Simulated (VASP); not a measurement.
# BN (P6_3mc) in VASP: Born charges and dielectric tensor with LDA

Aim: the Born charges and dielectric tensor of BN with LDA.

Everything below comes from runs of VASP 6.6.1. Logs are shortened: lines on timing, memory, paths and dates and some standing lists are left out, and cuts for length are marked.

## 1. The structure

Symmetry: P6_3mc, No. 186, hexagonal system. The conventional cell has a = 2.554 Å, b = 2.554 Å, c = 4.227 Å, α = 90.00°, β = 90.00°, γ = 120.00°. B (site symmetry 3m) has 4 N at 1.57 to 1.58 Å as nearest neighbours. N (site symmetry 3m) is surrounded by 4 B at 1.57 to 1.58 Å.

Measurements of this composition are mostly on another form, of space group No. 194.

## 2. Born charges and dielectric tensor, LDA

The input, INCAR:

```
PREC = Accurate
ENCUT = 600
EDIFF = 1E-8
ISMEAR = 0
SIGMA = 0.02
LREAL = False
LASPH = True
NELM = 100
ALGO = Fast
ISIF = 2
LWAVE = False
LCHARG = False
LEPSILON = True
IBRION = 8
NSW = 1
```

The input, KPOINTS:

```
regular mesh
0
Gamma
  12 12 6
```

The input, POSCAR:

```
BN
1.0
    2.5539396000      0.0000000000      0.0000000000
   -1.2769698000      2.2117765700      0.0000000000
    0.0000000000      0.0000000000      4.2268550000
B N
2 2
Direct
    0.6666666700      0.3333333300      0.9997240000
    0.3333333300      0.6666666700      0.4997240000
    0.6666666700      0.3333333300      0.6252760000
    0.3333333300      0.6666666700      0.1252760000
```

Potentials or basis: VASP PAW LDA potentials, release 64 (B, N).

Run with:

```
> cat potpaw_LDA.64/B/POTCAR potpaw_LDA.64/N/POTCAR > POTCAR
> mpirun -np 1 vasp_std > vasp.out
```

OUTCAR:

```text
PREC = Accurate
   ENCUT = 600
   EDIFF = 1E-8
   ISMEAR = 0
   LREAL = False
   LASPH = True
   NELM = 100
   ISIF = 2
   LEPSILON = True
   IBRION = 8
   NSW = 1

 ion  position               nearest neighbor table
   1  0.667  0.333  1.000-   4 1.57   4 1.57   4 1.57   3 1.58
   2  0.333  0.667  0.500-   3 1.57   3 1.57   3 1.57   4 1.58
   3  0.667  0.333  0.625-   2 1.57   2 1.57   2 1.57   1 1.58
   4  0.333  0.667  0.125-   1 1.57   1 1.57   1 1.57   2 1.58

  LATTYP: Found a hexagonal cell.
 ALAT       =     2.5539396000
 C/A-ratio  =     1.6550332670

  Lattice vectors:

 A1 = (   2.5539396000,   0.0000000000,   0.0000000000)
 A2 = (  -1.2769698000,   2.2117765700,   0.0000000000)
 A3 = (   0.0000000000,   0.0000000000,   4.2268550000)

Analysis of symmetry for initial positions (statically):
=====================================================================
 Subroutine PRICEL returns:
 Original cell was already a primitive cell.

 Routine SETGRP: Setting up the symmetry group for a
 hexagonal supercell.

 Subroutine GETGRP returns: Found 12 space group operations
 (whereof  6 operations were pure point group operations)
 out of a pool of 24 trial point group operations.

The static configuration has the point symmetry C_3v.
 The point group associated with its full space group is C_6v.

Analysis of symmetry for dynamics (positions and initial velocities):
=====================================================================
 Subroutine PRICEL returns:
 Original cell was already a primitive cell.

 Routine SETGRP: Setting up the symmetry group for a
 hexagonal supercell.

 Subroutine GETGRP returns: Found 12 space group operations
 (whereof  6 operations were pure point group operations)
 out of a pool of 24 trial point group operations.

[... 635 lines left out ...]
 ion    1
    1     1.82568     0.00000     0.00000
    2    -0.00000     1.82568     0.00000
    3     0.00000     0.00000     1.92183
 ion    2
    1     1.82568     0.00000     0.00000
    2     0.00000     1.82568    -0.00000
    3     0.00000    -0.00000     1.92183
 ion    3
    1    -1.82568     0.00000     0.00000
    2    -0.00000    -1.82568     0.00000
    3    -0.00000    -0.00000    -1.92183
 ion    4
    1    -1.82568     0.00000     0.00000
    2     0.00000    -1.82568     0.00000
    3    -0.00000     0.00000    -1.92183

 INTERNAL STRAIN TENSOR FOR ION    4 for displacements in x,y,z  (eV/Angst):
          X           Y           Z          XY          YZ          ZX
  --------------------------------------------------------------------------------
  x     0.00000     0.00000     0.00000    -3.84290     0.00000    -2.05194
  y    -3.84290     3.84290    -0.00000    -0.00000    -2.19724    -0.00000
  z    -0.84675    -0.84675    -0.58009     0.00000     0.00000     0.00000

 SECOND DERIVATIVES (NOT SYMMETRIZED)
 ------------------------------------
               1X          1Y          1Z          2X          2Y          2Z          3X          3Y          3Z          4X          4Y          4Z
  1X   -24.273512    0.000000   -0.000000    0.160289   -0.000000    0.000000    4.854735    0.000000   -0.000000   19.258488   -0.000000    0.000000
  1Y     0.000000  -24.273512    0.000000   -0.000000    0.160289    0.000000   -0.000000    4.854735    0.000000    0.000000   19.258488    0.000000
  1Z     0.000000   -0.000000  -34.050833    0.000000    0.000000   11.487250    0.000000    0.000000    7.898501    0.000000   -0.000000   14.665082
  2X     0.160289   -0.000000    0.000000  -24.273512    0.000000    0.000000   19.258488   -0.000000   -0.000000    4.854735    0.000000    0.000000
  2Y    -0.000000    0.160289   -0.000000    0.000000  -24.273512    0.000000    0.000000   19.258488   -0.000000   -0.000000    4.854735    0.000000
  2Z    -0.000000   -0.000000   11.487250    0.000000    0.000000  -34.050833    0.000000    0.000000   14.665082    0.000000    0.000000    7.898501
  3X     4.849202    0.000000   -0.000000   19.258238    0.000000    0.000000  -24.473180    0.000000   -0.000000    0.365741    0.000000    0.000000
  3Y    -0.000000    4.849202    0.000000    0.000000   19.258238    0.000000    0.000000  -24.473180    0.000000    0.000000    0.365741    0.000000
  3Z     0.000000    0.000000    7.829980    0.000000    0.000000   14.733318    0.000000   -0.000000  -36.195783    0.000000    0.000000   13.632485
  4X    19.258238    0.000000    0.000000    4.849202    0.000000    0.000000    0.365741   -0.000000   -0.000000  -24.473180    0.000000    0.000000
  4Y     0.000000   19.258238   -0.000000   -0.000000    4.849202   -0.000000    0.000000    0.365741   -0.000000   -0.000000  -24.473180    0.000000
  4Z     0.000000    0.000000   14.733318   -0.000000    0.000000    7.829980    0.000000    0.000000   13.632485   -0.000000    0.000000  -36.195783

 Eigenvectors and eigenvalues of the dynamical matrix
 ----------------------------------------------------

   1 f  =   33.273666 THz   209.064607 2PiTHz 1109.890019 cm-1   137.608762 meV
             X         Y         Z           dx          dy          dz
      1.276970  0.737259  4.225688    -0.000000    0.000000   -0.613769
     -0.000000  1.474518  2.112261    -0.000000    0.000000    0.613769
      1.276970  0.737259  2.642951     0.000000   -0.000000   -0.351124
     -0.000000  1.474518  0.529523     0.000000   -0.000000    0.351124
[... 71 lines left out ...]
  12 f/i=    0.001848 THz     0.011613 2PiTHz    0.061652 cm-1     0.007644 meV
             X         Y         Z           dx          dy          dz
      1.276970  0.737259  4.225688    -0.276045   -0.376335    0.000000
     -0.000000  1.474518  2.112261    -0.276045   -0.376335    0.000000
      1.276970  0.737259  2.642951    -0.314181   -0.428324    0.000000
     -0.000000  1.474518  0.529523    -0.314181   -0.428324    0.000000

--------------------------------------------------------------------------------------------------------

 MACROSCOPIC STATIC DIELECTRIC TENSOR IONIC CONTRIBUTION
 ------------------------------------------------------
           2.095433    -0.000000    -0.000000
          -0.000000     2.095433     0.000000
          -0.000000     0.000000     2.481138
 ------------------------------------------------------

 ELASTIC MODULI CONTR FROM IONIC RELAXATION (kBar)
 Direction    XX          YY          ZZ          XY          YZ          ZX
 --------------------------------------------------------------------------------
 XX         -87.7675     79.0271     -2.8533     -0.0000      0.0000     -0.0000
 YY          79.0271    -87.7675     -2.8533      0.0000     -0.0000      0.0000
 ZZ          -2.8533     -2.8533     -1.8629      0.0000     -0.0000      0.0000
 XY          -0.0000      0.0000      0.0000    -83.3973      0.0000     -0.0000
 YZ           0.0000      0.0000     -0.0000      0.0000    -26.4827      0.0000
 ZX          -0.0000      0.0000      0.0000     -0.0000      0.0000    -21.3247
 --------------------------------------------------------------------------------

 PIEZOELECTRIC TENSOR IONIC CONTR  for field in x, y, z        (C/m^2)
          XX          YY          ZZ          XY          YZ          ZX
  --------------------------------------------------------------------------------
  x     0.00000    -0.00000    -0.00000     0.00000    -0.00000     0.19891
  y    -0.00000    -0.00000     0.00000    -0.00000     0.22166    -0.00000
  z     0.09798     0.09798     0.06397    -0.00000     0.00000    -0.00000
```

stdout:

```text
POSCAR found type information on POSCAR B N
 POSCAR found :  2 types and       4 ions
 scaLAPACK will be used
 LDA part: xc-table for (Slater(with rela. corr.)+CA(PZ))
 , standard interpolation
 POSCAR, INCAR and KPOINTS ok, starting setup
 FFT: planning ... GRIDC
 FFT: planning ... GRID_SOFT
 FFT: planning ... GRID
[... 33 lines left out ...]
 first order change of Fermi-energy   0.12393E+01
 force on displaced ion       1 direction 3 :  -0.000  -0.000 -34.051
 Born effective charge ion    1 direction 3 :   0.000   0.000   1.922
 Linear response progress:
 first order change of Fermi-energy  -0.37343E-04
 force on displaced ion       3 direction 1 : -24.473   0.000   0.000
 Born effective charge ion    3 direction 1 :  -1.826   0.000   0.000
 Linear response progress:
 first order change of Fermi-energy  -0.10908E+01
 force on displaced ion       3 direction 3 :  -0.000  -0.000 -36.196
 Born effective charge ion    3 direction 3 :   0.000  -0.000  -1.922
 Born effective charges drift removed
 Linear response finished
```

Run time: 15 min. Hardware: 1 thread of AMD EPYC 7R43 (Zen 3), shared host; peak memory 0.38 GiB.

Results:

| Item | Value |
| --- | --- |
| Band gap on the k mesh | 4.96 eV, indirect (least direct gap 8.11 eV) |
| Electronic dielectric tensor (diagonal) | 4.56, 4.56, 4.72 |
| Born charges (mean of the diagonal) | B +1.86; N -1.86 e |
| Highest phonon frequency at Γ, LO-TO splitting left out | 1110 cm⁻¹ |

Phonon frequencies in cm⁻¹ (negative: imaginary):
```tsv
q point	frequencies
(0.000, 0.000, 0.000)	0 0 0 473 473 935 935 939 1003 1037 1037 1110
```

Electronic dielectric tensor:
```
4.56 0.00 0.00
0.00 4.56 0.00
0.00 0.00 4.72
```

Born effective charge tensors (e):
atom 1, B
```
1.83 0.00 0.00
0.00 1.83 0.00
0.00 0.00 1.92
```
atom 2, B
```
1.83 0.00 0.00
0.00 1.83 0.00
0.00 0.00 1.92
```
atom 3, N
```
-1.83  0.00  0.00
 0.00 -1.83  0.00
 0.00  0.00 -1.92
```
atom 4, N
```
-1.83  0.00  0.00
 0.00 -1.83  0.00
 0.00  0.00 -1.92
```
